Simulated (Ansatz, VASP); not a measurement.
# Si7H2O15: VASP beside Ansatz, part 3 of 3

Aim: how closely do two programs agree when they are given the same cell, functional and k mesh? Of the first pair: The structure shown is the start of the Ansatz relaxation below; VASP solves that cell, so the two are compared at the walk's first step.

VASP 6.6.1 and Ansatz 0.2.0.

So far. Step 3 (VASP: single point, PBE with D3(BJ), start cell, pair 1): The run ends at a pressure of 4.59 GPa, with forces up to 5.3 eV/Å.

## 6. VASP: single point, PBE with D3(BJ), relaxed cell, pair 2

Level of this step: PBE with D3(BJ); plane waves and PAW (Si, H, O) (VASP).

The same cell, functional, mesh and smearing now go to VASP, with its own data sets.

The input, INCAR:

```
SYSTEM = Si7H2O15
PREC = Accurate
ENCUT = 600
EDIFF = 1E-06
NELM = 120
ISMEAR = -1
SIGMA = 0.05
LREAL = Auto
ALGO = Normal
GGA = PE
IVDW = 12
NBANDS = 160
LORBIT = 11
LWAVE = .FALSE.
LCHARG = .FALSE.
ISIF = 2
LASPH = .TRUE.
GGA_COMPAT = .FALSE.
EFERMI = MIDGAP
KPAR = 8
```

The input, POSCAR:

```
Si7H2O15
1.0
    8.5773104819     -0.0228643928     -0.1592158760
   -0.0228643928      8.8410669659     -0.1785118154
   -0.1592158760     -0.1785118154      8.8029708330
Si H O
14 4 30
Direct
    0.9284523712      0.7417963543      0.9231764169
    0.8473591724      0.2640698571      0.5968035758
    0.6378570785      0.0381258614      0.4419340760
    0.9126951011      0.5425947944      0.3971252530
    0.3006364110      0.2818883648      0.7902090013
    0.2675409894      0.6063057094      0.3168809490
    0.3066069569      0.9625243625      0.3012212791
    0.7060077011      0.8912698900      0.1432302231
    0.1287441895      0.0574625813      0.5573434856
    0.7257762212      0.7499932791      0.6158340432
    0.2307637265      0.8104715264      0.7676693998
    0.4196773242      0.5460558132      0.6238587976
    0.4192449055      0.0220239093      0.9822905230
    0.9638965659      0.3861007140      0.9055373659
    0.6679214596      0.6489288444      0.2011445530
    0.4109823477      0.5992727630      0.1165402764
    0.9395399547      0.1946669087      0.0720038464
    0.8153671078      0.4270670037      0.1846348236
    0.3640304751      0.5121412528      0.4468181201
    0.9539953018      0.1131863668      0.5884476889
    0.5921618821      0.6219803777      0.6327254744
    0.6489291244      0.9088640022      0.5679615478
    0.8370687773      0.3217246743      0.7743956081
    0.6810239761      0.2058992243      0.5190981359
    0.9244718641      0.5611320156      0.9503112207
    0.1453403676      0.8913012241      0.6259554902
    0.3032078611      0.9857165552      0.1192924834
    0.0813696741      0.5763266043      0.3300341387
    0.8488413844      0.6910390960      0.4899710837
    0.2550398724      0.1693064590      0.6451415887
    0.3157300683      0.5495591416      0.1467394165
    0.6018476868      0.0011873787      0.0342975460
    0.7818754167      0.5055477843      0.2592538213
    0.3865137604      0.1929280203      0.9280267408
    0.4598855655      0.0483612507      0.3769684514
    0.2867452592      0.6488216633      0.7023434718
    0.6046169191      0.7371754519      0.1681469692
    0.3811092094      0.9039025785      0.8390764366
    0.8158164496      0.7801235839      0.7787823279
    0.9278242305      0.3987137396      0.5064739197
    0.1411842571      0.3621442168      0.8497218781
    0.7498304221      0.9909253356      0.3004037245
    0.9321564270      0.3035978841      0.0662340863
    0.1071273858      0.7919021471      0.9001868622
    0.3066330633      0.7863812637      0.3453841290
    0.4277776616      0.3982211718      0.7275100140
    0.1559585977      0.0462838777      0.3750441238
    0.8715164751      0.8446781208      0.0688086116
```

The input, KPOINTS:

```
Automatic mesh
0
Gamma
2 2 2
0 0 0
```

Potentials, in the order of the species: Si, H and O (PBE family, release 64).

Launch:

```bash
> mpirun -np 8 vasp_std
```

Numbers of over 12 decimals in the logs are rounded to 6 here.

The log of the run:

```text
[banner, memory and clock lines left out]
running    8 mpi-ranks, on    1 nodes
[...]
[... a notice as in an earlier step ...]

 LDA part: xc-table for (Slater+PW92), standard interpolation
 POSCAR, INCAR and KPOINTS ok, starting setup
[...]
entering main loop
       N       E                     dE             d eps       ncg     rms          rms(c)
DAV:   1     0.172374675512E+04    0.17237E+04   -0.13209E+05  2568   0.153E+03
DAV:   2    -0.247764224102E+03   -0.19715E+04   -0.19121E+04  3120   0.339E+02
DAV:   3    -0.404579342648E+03   -0.15682E+03   -0.15590E+03  3120   0.999E+01
DAV:   4    -0.407222894617E+03   -0.26436E+01   -0.26346E+01  3136   0.139E+01
[...]
DAV:  15    -0.360115660264E+03    0.93992E-05   -0.14368E-05  3112   0.249E-02    0.711E-03
DAV:  16    -0.360115661097E+03   -0.83234E-06   -0.12142E-05  3144   0.109E-02    0.626E-03
DAV:  17    -0.360115660953E+03    0.14384E-06   -0.73648E-07  2000   0.325E-03
   1 F= -.36543810E+03 E0= -.36543810E+03  d E =0.000000E+00
```

From OUTCAR (step 6):

```text
 Edisp (eV)   -5.32244

  Total      -0.83837    -0.66100    -0.49442    -0.05456    -0.02212    -0.01024
  in kB      -2.01366    -1.58766    -1.18755    -0.13104    -0.05313    -0.02459
  external pressure =       -1.60 kB  Pullay stress =        0.00 kB

 POSITION                                       TOTAL-FORCE (eV/Angst)
 -----------------------------------------------------------------------------------
      7.79968      6.37224      7.84645        -0.005017      0.012051      0.037611
      7.16700      2.20875      5.07159        -0.013721     -0.000343      0.007077
      5.39986      0.24360      3.78197        -0.025330      0.042967      0.021861
      7.75283      4.70536      3.25371         0.037107      0.015266     -0.009232
      2.44639      2.34426      6.85800         0.024541      0.027510      0.022353
      2.23047      5.29771      2.63866        -0.045227     -0.040510      0.016004
      2.55990      8.44896      2.43100         0.012788      0.005871      0.019513
      6.01246      7.83807      0.98934         0.055175      0.043104     -0.022548
      1.01423      0.40559      4.87552        -0.025111     -0.014046     -0.007848
      6.11001      6.50421      5.17173         0.005008      0.013926      0.028841
      1.83858      7.02312      6.57635        -0.007007     -0.031584     -0.003842
      3.48789      4.70675      5.32751         0.032153     -0.032670      0.004327
      3.43909      0.00978      8.57639         0.030074      0.023361     -0.018004
      8.11464      3.22985      7.74903        -0.016751      0.052758      0.047602
[...]
-----------------------------------------------------------------------------------
    total drift:                                0.008801      0.013039      0.013729

  FREE ENERGIE OF THE ION-ELECTRON SYSTEM (eV)
  ---------------------------------------------------
  free  energy   TOTEN  =      -365.4381042016 eV

  energy  without entropy=     -365.4381042016  energy(sigma->0) =     -365.43810420

[... 1 part as in an earlier step ...]

[... 2 further parts left out ...]
[key lines of the parts left out:]
E-fermi :   2.4335
```

The run ends at a pressure of -0.16 GPa, with forces up to 0.10 eV/Å.

## 7. Comparison

What differs besides the data sets and the points named for the pairs above, as far as they apply: the cutoff is 420 eV in Ansatz and 600 eV in VASP (PREC = Accurate, projectors in real space); Ansatz's pressure holds a Pulay correction, VASP's none. Total energies have different zeros and are not compared.

Compared:

| quantity | Ansatz | VASP | difference |
| --- | --- | --- | --- |
| pressure (GPa) | -0.01 | -0.16 | +0.15 |
| gap on the k mesh (eV) | 5.395 | 5.387 | +0.009 |

Forces on 7 of the 48 atoms, those with the largest forces and the largest differences (eV/Å; atoms numbered as in POSCAR):

| atom | Ansatz x, y, z | VASP x, y, z |
| --- | --- | --- |
| Si6 | -0.002, -0.018, -0.002 | -0.045, -0.041, 0.016 |
| Si8 | 0.015, -0.003, -0.006 | 0.055, 0.043, -0.023 |
| Si14 | -0.011, 0.011, 0.016 | -0.017, 0.053, 0.048 |
| H15 | 0.002, 0.004, -0.001 | 0.020, -0.083, 0.028 |
| H16 | 0.008, 0.015, 0.004 | 0.081, 0.036, -0.055 |
| H17 | 0.005, 0.004, 0.003 | 0.004, -0.076, 0.043 |
| H18 | 0.000, -0.005, -0.003 | 0.000, -0.060, -0.071 |

The forces differ by 22 meV/Å r.m.s., where the r.m.s. force is 0.008 eV/Å in Ansatz and 0.025 eV/Å in VASP: the atoms lie near their places of rest in Ansatz, so a percentage would say little (all taken over all components). A gap on the mesh is an upper bound, since the band edges may lie between its points.

## 8. Outcome

| Property | Result |
| --- | --- |
| r.m.s. force difference (single point, PBE with D3(BJ), start cell, pair 1) | 2.0 % of the r.m.s. force |
| r.m.s. force difference (single point, PBE with D3(BJ), relaxed cell, pair 2) | 22 meV/Å |

The r.m.s. force difference is 22 meV/Å (single point, PBE with D3(BJ), relaxed cell, pair 2), beyond the 12 meV/Å picked in this series as the mark of a large difference. What causes the difference of the single point, PBE with D3(BJ), relaxed cell, pair 2 pair stays open here. How closely two codes agree says nothing of how well the functional describes the real material.

[Lines on the potential files, build, host, timing and source positions are cut from VASP's logs without a mark.]

[Logs are printed without paths, hosts, clocks, repeated set-up lines and the standing remarks that a program may print on its own settings, such as how far it seeks lower states.]

[Hosts, paths, dates, database ids (printed as entryN), source tags and the programs' standing remarks are cut or masked in the printed files.]
